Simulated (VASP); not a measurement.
Input:

```yaml
crystal:
  lattice:
    - [1.41234, -2.44625, 0.00000]
    - [1.41234, 2.44625, 0.00000]
    - [0.00000, 0.00000, 2.76921]
  atoms:
    - { symbol: W, position: [0.00000, 0.00000, 0.00000] }
    - { symbol: C, position: [0.33333, 0.66667, 0.50000] }
```

These are LDA (Ceperley-Alder, Perdew-Zunger), VASP's LDA PAW potentials (set 64) (plane waves; VASP) values and carry that method's errors. Run with 620 eV cut-off, 15×15×13 Γ-centred mesh, first-order Methfessel-Paxton smearing of 0.10 eV, potentials W_sv C.

Unless said otherwise, spin-orbit coupling is left out, though it shifts the bands of the heavy elements here.

Problem. Predict the energy per atom (σ→0), pressure, band gap (on the k-mesh) with the smallest direct gap where there is one.

Solution. 
The band gap (on the k-mesh) is none (metal, semimetal or under 0.01 eV) and the energy per atom (σ→0) is -12.295 eV/atom. The pressure is 30.18 GPa.

Only differences to runs with the same potentials and settings are physical.

The compound is WC in the wc structure. It was relaxed first under an external pressure of 30 GPa.
